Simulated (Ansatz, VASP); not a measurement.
# AlCo in two plane-wave programs, part 2 of 2

Wanted: the spread between two codes on one cell, functional and k mesh. The cell is taken from a series of runs on this material, whose earlier steps may have relaxed, scaled, displaced or heated it; both programs get it as it stands.

VASP 6.6.1 and Ansatz 0.2.0.

So far: The starting structure; Ansatz: zone-centre phonons, LDA, pair 1; VASP: zone-centre phonons, LDA, pair 1; Differences.

### 5. VASP: zone-centre phonons, LDA, pair 2

Level of this step: LDA, no spin polarisation; plane waves and PAW (Al, Co) (VASP).

Second derivatives magnify differences that forces hide, and they need a tight electronic threshold. The cell compared in this pair holds 20.92 Å³, against 20.49 Å³ for the pair before.

Contents of INCAR:

```
SYSTEM = AlCo
PREC = Accurate
ENCUT = 600
EDIFF = 1E-08
NELM = 120
ISMEAR = 1
SIGMA = 0.2
LREAL = .FALSE.
ALGO = Normal
GGA = CA
NBANDS = 12
LASPH = .TRUE.
LORBIT = 11
LWAVE = .FALSE.
LCHARG = .FALSE.
ISIF = 2
IBRION = 8
GGA_COMPAT = .FALSE.
KPAR = 2
```

Contents of POSCAR:

```
AlCo
1.0
    2.7555818110      0.0000000000      0.0000000000
    0.0000000000      2.7555818110      0.0000000000
    0.0000000000      0.0000000000      2.7555818110
Al Co
1 1
Direct
    0.0000000000      0.0000000000      0.0000000000
    0.5000000000      0.5000000000      0.5000000000
```

Contents of KPOINTS:

```
Automatic mesh
0
Gamma
16 16 16
0 0 0
```

PAW data sets: Al and Co (LDA family, release 64).

The run is started by

```console
$ mpirun -np 2 vasp_std
```

Numbers of over 12 decimals in the logs are rounded to 6 here.

The log of the run:

```text
[... set-up lines as in an earlier step ...]
 entering main loop
       N       E                     dE             d eps       ncg     rms          rms(c)
DAV:   1     0.403237866115E+02    0.40324E+02   -0.60312E+03  4056   0.123E+03
DAV:   2    -0.135610895313E+02   -0.53885E+02   -0.49847E+02  4084   0.196E+02
DAV:   3    -0.153341556377E+02   -0.17731E+01   -0.17599E+01  4796   0.423E+01
DAV:   4    -0.153599793580E+02   -0.25824E-01   -0.25815E-01  4468   0.454E+00
[...]
DAV:  12    -0.136815918360E+02    0.72211E-06   -0.15146E-06  5192   0.143E-02    0.728E-03
DAV:  13    -0.136815918000E+02    0.36015E-07   -0.14811E-07  4440   0.334E-03    0.910E-04
DAV:  14    -0.136815918001E+02   -0.61505E-10   -0.65311E-09  2804   0.705E-04
   1 F= -.13681592E+02 E0= -.13682243E+02  d E =0.195419E-02
 Linear response reoptimize wavefunctions to high precision
DAV:   1    -0.136815917998E+02    0.25375E-09   -0.13018E-09  3216   0.399E-04
DAV:   2    -0.136815917998E+02   -0.67075E-11   -0.12345E-10  2304   0.108E-04
 Linear response DOF=           2
 Linear response progress:
[...]
RMM:   8    -0.593042765784E-02   -0.16659E-06   -0.43826E-09 17297   0.591E-04    0.294E-04
RMM:   9    -0.593052687494E-02   -0.99217E-07   -0.19866E-10 17242   0.182E-04    0.988E-06
RMM:  10    -0.593051796607E-02    0.89089E-08   -0.38020E-10 17283   0.523E-05    0.220E-05
 first order change of Fermi-energy   0.51437E-04
 force on displaced ion       1 direction 1 :  -9.521  -0.000  -0.000
 Linear response progress:
  Degree of freedom:   2/  2
       N       E                     dE             d eps       ncg     rms          rms(c)
RMM:   1    -0.169638005683E+00   -0.16964E+00   -0.10381E-01 14433   0.264E+00
RMM:   2    -0.169407078157E+00    0.23093E-03   -0.29216E-03 14597   0.569E-01    0.169E-01
RMM:   3    -0.169335874370E+00    0.71204E-04   -0.20511E-04 15347   0.119E-01    0.101E-01
RMM:   4    -0.169705669352E+00   -0.36979E-03   -0.20853E-04 16354   0.108E-01    0.739E-03
[...]
RMM:  10    -0.169643947891E+00    0.12959E-06   -0.18290E-09 17452   0.883E-05    0.122E-05
RMM:  11    -0.169644025011E+00   -0.77121E-07   -0.20749E-09 17156   0.525E-05    0.253E-06
RMM:  12    -0.169644018865E+00    0.61458E-08   -0.19796E-09 18195   0.331E-05    0.157E-06
 first order change of Fermi-energy   0.29584E-02
 force on displaced ion       2 direction 1 :  -9.513   0.000  -0.000
 Linear response finished
```

From OUTCAR (step 5):

```text
  Total        1.2613316      1.2613316      1.2613316     -0.0000000      0.0000000     -0.0000000
  in kB       96.5828300     96.5828300     96.5828300     -0.0000000      0.0000000     -0.0000000
  external PRESSURE =      96.5828300 kB  Pullay stress =       0.0000000 kB

 POSITION                                       TOTAL-FORCE (eV/Angst)
 -----------------------------------------------------------------------------------
      0.00000      0.00000      0.00000         0.000000      0.000000      0.000000
      1.37779      1.37779      1.37779         0.000000      0.000000      0.000000
 -----------------------------------------------------------------------------------
    total drift:                                0.000000     -0.000000     -0.000000

[... 1 part as in an earlier step ...]

[... 1 further part left out ...]
```

### 6. Ansatz: zone-centre phonons, LDA, pair 2

The same cell, functional (in two slightly different forms), mesh and smearing now go to Ansatz, which takes its cutoff from its data sets.

The cell is taken from a series of runs on this material, whose earlier steps may have relaxed, scaled, displaced or heated it; both programs get it as it stands.

Contents of input.yaml:

```yaml
crystal:
  lattice:
    - [2.755581811, 0.0, 0.0]
    - [0.0, 2.755581811, 0.0]
    - [0.0, 0.0, 2.755581811]
  atoms:
    - { symbol: Al, position: [0.0, 0.0, 0.0] }
    - { symbol: Co, position: [0.5, 0.5, 0.5] }
kpoints:
  mp_grid: { grid: [16, 16, 16] }
hamiltonian:
  xc: lda
  pseudopotentials: { kind: paw, azcp: { folder: soft_1 }, xc_functional: pbe }
scf:
  occupations: { method: methfessel_paxton, width: 0.2 }
output:
  eigenvalues: true
phonons:
  method: dfpt
```

The run is started by

```console
$ ansatz run input.yaml --threads 4 --pin off --max-ram 10240MiB --backend cpu --events-out ev --progress --plain --runs-dir out
```

The log of the run:

```text
[...]
Crystal: 2 atoms, lattice volume = 20.924 Å³
Basis set: ecut = 420 eV, 437 PW (Γ), exchange–correlation on 40×40×40 points (8 copies of the dense FFT grid, shifted against one another)
Bands: 14, of which v1, the nominal top of the filled ones, is band 10 counted from 1 (9 counted from 0)
Symmetry: 48 space group operations
k-points: 405 of 4096 (irreducible under 8 space group operations, time reversal used)
[...]
k-point 2: bands = [... 6 lower, 12.5534, 14.8429, 14.8429, 15.0371, 20.2238, 22.8384, 22.8384, 25.0668]
  k-point 404: bands = [... 6 lower, 11.5347, 15.6937, 15.6937, 18.3429, 18.3429, 18.3429, 20.9367, 21.9339]
[...]
ASR residual: 5.502e-6 → 0.000e0 eV/Å²; symmetrization residual: 1.523e-6 eV/Å²
  ASR residual per site (eV/Å²): 4.73e-6 5.50e-6
  Γ frequencies (cm⁻¹): 0.00 0.00 0.00 371.67 371.67 371.67
[...]
[key lines of the parts left out:]
SCF converged after 8 iterations
Free energy (F): -5576.976828 eV
Fermi energy:    15.966235 eV
```

### 7. Side by side

What differs besides the data sets and the points named for the pairs above, as far as they apply: the data sets hold 20 valence electrons in Ansatz (on its PAW soft_1 files) and 12 in VASP. Total energies have different zeros and are not compared.

Compared:

```
                  quantity  Ansatz   VASP  difference
optical mode 1 to 3 (cm⁻¹)   371.7  374.0     -0.62 %
```

Modes are paired by rising frequency, not by their patterns, so a pair may set unlike modes beside each other; they are those without the splitting of longitudinal modes.

### 8. What came out

```json
{
 "r.m.s. difference of the optical zone-centre modes, each program's sorted by frequency (zone-centre phonons, LDA, pair 1)": "2.4 cm⁻¹",
 "difference in optical mode 1 to 3 (zone-centre phonons, LDA, pair 1)": "-0.6 %",
 "r.m.s. difference of the optical zone-centre modes, each program's sorted by frequency (zone-centre phonons, LDA, pair 2)": "2.3 cm⁻¹",
 "difference in optical mode 1 to 3 (zone-centre phonons, LDA, pair 2)": "-0.6 %"
}
```

In words: The r.m.s. difference of the optical zone-centre modes, each program's sorted by frequency is 2.4 cm⁻¹ (zone-centre phonons, LDA, pair 1). The data sets hold unlike numbers of valence electrons (20 in Ansatz and 12 in VASP), so part of the differences comes from the potentials. Among the rows given in per cent, the largest difference of the zone-centre phonons, LDA, pair 1 pair is in optical mode 1 to 3, -0.6 %. Among the rows given in per cent, the largest difference of the zone-centre phonons, LDA, pair 2 pair is in optical mode 1 to 3, -0.6 %. Such differences can come from data sets, numerical settings and the points named under the comparisons, not from the functional's error against experiment.

[Lines on the potential files, build, host, timing and source positions are cut from VASP's logs without a mark.]

[Logs are printed without paths, hosts, clocks, repeated set-up lines and the standing remarks that a program may print on its own settings, such as how far it seeks lower states.]

[Hosts, paths, dates, database ids (printed as entryN), source tags and the programs' standing remarks are cut or masked in the printed files.]
